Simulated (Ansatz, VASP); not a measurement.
# SiCl3 in two plane-wave programs

One calculation is typed for both programs; each brings its own data sets. How far apart do they land? The cell is generated by rule, not measured, and may not be a known phase. The cell is taken from a series of runs on this material, whose earlier steps may have relaxed, scaled, displaced or heated it; both programs get it as it stands.

Main program and level: Ansatz 0.2.0; plane waves, with VASP 6.6.1 beside it; PBE.

The structure was built from a prototype and need not be the compound's stable phase.

### Step 1. Set-up

Symmetry: Pmma, No. 51, orthorhombic system. The conventional cell has a = 9.481 Å, b = 4.508 Å, c = 6.593 Å, α = 90.00°, β = 90.00°, γ = 90.00°. Nearest to Si lie 5 Cl at 2.06 to 2.40 Å. Cl has 1 Si at 2.06 Å nearest. Nearest to Cl lie 2 Si at 2.40 Å. Nearest to Cl lie 2 Si at 2.35 Å. Farther neighbours and most contacts between anions are not listed.

As a file:

```cif
data_structure
_symmetry_space_group_name_H-M 'Pmma'
_symmetry_Int_Tables_number 51
_cell_length_a 9.4808
_cell_length_b 4.5079
_cell_length_c 6.5929
_cell_angle_alpha 90.000
_cell_angle_beta 90.000
_cell_angle_gamma 90.000
_cell_volume 281.77
loop_
_atom_site_label
_atom_site_type_symbol
_atom_site_symmetry_multiplicity
_atom_site_Wyckoff_symbol
_atom_site_fract_x
_atom_site_fract_y
_atom_site_fract_z
_atom_site_occupancy
Si1 Si 2 e 0.75000 0.00000 0.05319 1
Cl1 Cl 2 e 0.75000 0.00000 0.36504 1
Cl2 Cl 2 a 0.50000 0.00000 0.00000 1
Cl3 Cl 2 f 0.75000 0.50000 0.95233 1
```

### Step 2. Ansatz: zone-centre phonons, PBE

Ansatz runs on norm-conserving files, of PseudoDojo where its log says so.

Second derivatives magnify differences that forces hide, and they need a tight electronic threshold.

Input file input.yaml:

```yaml
crystal:
  lattice:
    - [9.4808409062, 0.0, 0.0]
    - [0.0, 4.5078995975, 0.0]
    - [0.0, 0.0, 6.5929209073]
  atoms:
    - { symbol: Si, position: [0.75, 0.0, 0.0531896603] }
    - { symbol: Si, position: [0.25, 0.0, 0.9468103397] }
    - { symbol: Cl, position: [0.75, 0.0, 0.3650420337] }
    - { symbol: Cl, position: [0.25, 0.0, 0.6349579663] }
    - { symbol: Cl, position: [0.5, 0.0, 0.0] }
    - { symbol: Cl, position: [0.0, 0.0, 0.0] }
    - { symbol: Cl, position: [0.75, 0.5, 0.9523331516] }
    - { symbol: Cl, position: [0.25, 0.5, 0.0476668484] }
kpoints:
  mp_grid: { grid: [4, 8, 6] }
hamiltonian:
  xc: pbe
  pseudopotentials: { kind: nc }
scf:
  occupations: { method: methfessel_paxton, width: 0.2 }
output:
  eigenvalues: true
phonons:
  method: dfpt
```

The run is started by

```bash
$ ansatz run input.yaml --threads 4 --pin off --max-ram 14336MiB --backend cpu --events-out ev --progress --plain --runs-dir out
```

Numbers of over 12 decimals in the logs are rounded to 6 here.

The log of the run:

```text
zone centre: on kpoints.mp_grid the ground state, and the responses unless they are solved on pairs of k-points, stand on 70 of the mesh's 192 k-points, reduced under 2 symmetry operations, with k and −k counted as one. Each operation leaves every solved displacement unchanged or reverses it
Engine: ansatz 0.2.0, aarch64-unknown-linux-gnu
Pseudopotentials: kind: nc
Pseudopotential: Si, nc, valence charge 4, recommended cutoff 489.804952 eV (normal), Si.nc.azcp
Pseudopotential: Cl, nc, valence charge 7, recommended cutoff 789.130201 eV (normal), Cl.nc.azcp (PseudoDojo's, or run here from an input of PseudoDojo's: the run reads no file of this project's for it)
Functional definition: PBE
  parameter kappa = 0.804
  parameter beta = 0.066725
  exchange = pbe_x(kappa = kappa, mu = beta*pi^2/3)
  correlation = pbe_c(beta = beta)
Crystal: 8 atoms, lattice volume = 281.773 Å³
Basis set: ecut = 789.130201 eV, 14205 PW (Γ), exchange–correlation on 180×90×128 points (8 copies of the dense FFT grid, shifted against one another)
Bands: 33, of which v1, the nominal top of the filled ones, is band 25 counted from 1 (24 counted from 0)
Symmetry: 8 space group operations
k-points: 70 of 192 (irreducible under 2 space group operations, time reversal used)
Non-local potential: Si, projectors of the file, l = 0: 2, l = 1: 2, l = 2: 2
Non-local potential: Cl, projectors of the file, l = 0: 2, l = 1: 2, l = 2: 2
Initial density: superposition of atomic densities (chi_scale 0.1, normalization cell, long waves kept (reshape's long-wave potential 0.08 eV rms))
Initial wavefunctions: pseudopotential atomic-orbital guess
Functional: x = pbe(κ = 0.804, μ = 0.219515), c = pbe(β = 0.066725)
SCF iter   1: F=—  HF=-2913.885752 eV  |F-HF|=—  |Δ(HF+E_count)|=         —  Δρ=2.18e-2  dr2=1.27e0  ethr=3.10e-3  ⟨swp⟩=12.8  Hψ=16196  notcnv=0  defer=5
preconditioner: auto → LDOS  [insulator: Δε(μ)=0.238 eV  Ē_g=11.212 eV  σ=0.200 eV  W_gap=0.62  n_scr=44 (ndim 8)  ℏωp=15.6 eV  f_vac=0.257  D(μ)=1.23/eV (n_scr^D=2)  ε∞_Penn≈2.9  β→1.0]
SCF iter   2: F=—  HF=-2913.673791 eV  |F-HF|=—  |Δ(HF+E_count)|=   2.12e-1  S|Δr|=    0.00e0  Δρ=9.05e-3  dr2=3.49e-1  ethr=2.54e-3  ⟨swp⟩=3.3  Hψ=5687  notcnv=0  defer=128
SCF iter   3: F=—  HF=-2913.559298 eV  |F-HF|=—  |Δ(HF+E_count)|=   1.14e-1  S|Δr|=    0.00e0  Δρ=2.09e-3  dr2=1.52e-2  ethr=6.98e-4  ⟨swp⟩=3.5  Hψ=5166  notcnv=0  defer=128
SCF iter   4: F=—  HF=-2913.556241 eV  |F-HF|=—  |Δ(HF+E_count)|=   3.06e-3  S|Δr|=    0.00e0  Δρ=5.97e-4  dr2=9.89e-4  ethr=3.04e-5  ⟨swp⟩=2.6  Hψ=4187  notcnv=0  defer=125
SCF iter   5: F=—  HF=-2913.556033 eV  |F-HF|=—  |Δ(HF+E_count)|=   2.08e-4  S|Δr|=    0.00e0  Δρ=1.36e-4  dr2=2.79e-5  ethr=1.98e-6  ⟨swp⟩=2.0  Hψ=3795  notcnv=0  defer=125
SCF iter   6: F=—  HF=-2913.556042 eV  |F-HF|=—  |Δ(HF+E_count)|=   9.54e-6  S|Δr|=    0.00e0  Δρ=3.05e-5  dr2=2.06e-6  ethr=5.59e-8  ⟨swp⟩=2.2  Hψ=3987  notcnv=0  defer=125
SCF iter   7: F=—  HF=-2913.556084 eV  |F-HF|=—  |Δ(HF+E_count)|=   4.20e-5  S|Δr|=    0.00e0  Δρ=7.76e-6  dr2=1.49e-7  ethr=4.12e-9  ⟨swp⟩=2.3  Hψ=3708  notcnv=0  defer=125
SCF iter   8: F=—  HF=-2913.556084 eV  |F-HF|=—  |Δ(HF+E_count)|=   1.97e-8  S|Δr|=    0.00e0  Δρ=1.79e-6  dr2=8.17e-9  ethr=2.98e-10  ⟨swp⟩=2.1  Hψ=3621  notcnv=0  defer=125
SCF iter   9: F=—  HF=-2913.556084 eV  |F-HF|=—  |Δ(HF+E_count)|=  2.49e-10  S|Δr|=    0.00e0  Δρ=5.53e-7  dr2=1.05e-9  ethr=1.63e-11  ⟨swp⟩=2.1  Hψ=3927  notcnv=0  defer=125
SCF iter  10: F=—  HF=-2913.556084 eV  |F-HF|=—  |Δ(HF+E_count)|=  2.36e-10  S|Δr|=    0.00e0  Δρ=1.32e-7  dr2=4.81e-11  ethr=2.10e-12  ⟨swp⟩=2.0  Hψ=3683  notcnv=0  defer=125
SCF iter  11: F=-2913.556084 eV  HF=-2913.556084 eV  |F-HF|=9.09e-13  |Δ(HF+E_count)|=  2.73e-12  S|Δr|=    0.00e0  Δρ=2.94e-8  dr2=2.57e-12  ethr=1.00e-12  ⟨swp⟩=22.1  Hψ=17406  notcnv=0
SCF 1 converged in 11 iterations: F = -2913.556084 eV  dr2 = 2.57e-12
DFPT response loops at Γ: preconditioner auto → none (partly filled bands, converged f_vac=0.292); β = 0.50; Broyden in place of MSR1
SCF converged after 11 iterations
Stability not checked: this state was not tested for a lower state beside it, because cold or Methfessel-Paxton smearing, or corrected tetrahedra, fill the levels in a way that the test cannot read (fill_not_monotonic; see scf.lower_state_search)
Free energy (F): -2913.556084 eV
Harris-Foulkes:  -2913.556084 eV  (|F-HF|=9.09e-13)
Internal energy: -2913.559325 eV  (E = F + TS)
E sigma→0 (E₀):  -2913.556895 eV
Entropy (-TS):   0.003241 eV (0.405 meV/atom)
Fermi energy:    0.870175 eV
Step filling:    the computed levels leave a gap of 0.0317 eV = 0.2 smearing widths at the electron count; against every level under it full and every level over it empty, smearing changes F+E_penalty+E_count by +1.001 meV and its σ→0 estimate by +0.191 meV
--- Per-component energies (eV) ---
  E_band       = -308.509887
  E_kinetic    = 990.466969
  E_local      = -2817.087424  (includes V_loc(G=0)·N_el)
  E_nonlocal   = 402.834977
  E_hartree    = 921.319637
  E_xc         = -813.391361
  E_vxc        = -727.363674  (∫ρ·V_xc dr)
  E_ewald      = -1597.702123
  E_smearing   = 0.003241  (= −TS)
  E_closure    = -0.000000  (closes the sum)
  Σ components = -2913.556084   (vs F -2913.556084, Δ=0.00e0)
--- Band table (eV; the first three rows and the last of 70) ---
  k-point 0: bands = [... 21 lower, -1.9766, -1.7798, -1.5811, -1.5068, 1.1496, 3.3247, 4.9493, 5.3522, ... 4 higher]
  k-point 1: bands = [... 21 lower, -1.9161, -1.7790, -1.5810, -1.4988, 1.1729, 3.3485, 5.0542, 5.3137, ... 4 higher]
  k-point 2: bands = [... 21 lower, -1.8187, -1.7767, -1.5808, -1.4818, 1.2223, 3.3943, 4.8380, 5.3841, ... 4 higher]
  k-point 69: bands = [... 21 lower, -1.7363, -1.3387, -1.3387, 1.9148, 1.9148, 3.9468, 3.9468, 4.0815, ... 4 higher]
--- Phonons (Γ-DFPT): 12 representative perturbations + reference, on 70 of 192 k-points (Σ response iterations 44) ---
  k mesh reduced under 2 symmetry operations, with k and −k counted as one. Each operation leaves every solved displacement unchanged or reverses it
  ASR residual: 3.515e-5 → 0.000e0 eV/Å²; symmetrization residual: 6.065e-6 eV/Å²
  ASR residual per site (eV/Å²): 3.52e-5 3.52e-5 2.68e-5 2.68e-5 2.78e-5 2.78e-5 3.27e-5 3.27e-5
  Γ frequencies (cm⁻¹): -254.39 -101.28 -56.04 -33.65 0.00 0.00 0.00 55.74 61.41 97.07 104.94 116.00 124.96 138.88 144.71 148.28 149.15 183.89 205.47 217.12 217.58 320.11 517.77 540.49
  non-analytic LO–TO correction: not included (Born effective charges unavailable; polar crystals: no LO–TO splitting at Γ)
```

(Continued in part 2 of 3.)

[Lines on the potential files, build, host, timing and source positions are cut from VASP's logs without a mark.]

[Logs are printed without paths, hosts, clocks, repeated set-up lines and the standing remarks that a program may print on its own settings, such as how far it seeks lower states.]

[Hosts, paths, dates, database ids (printed as entryN), source tags and the programs' standing remarks are cut or masked in the printed files.]
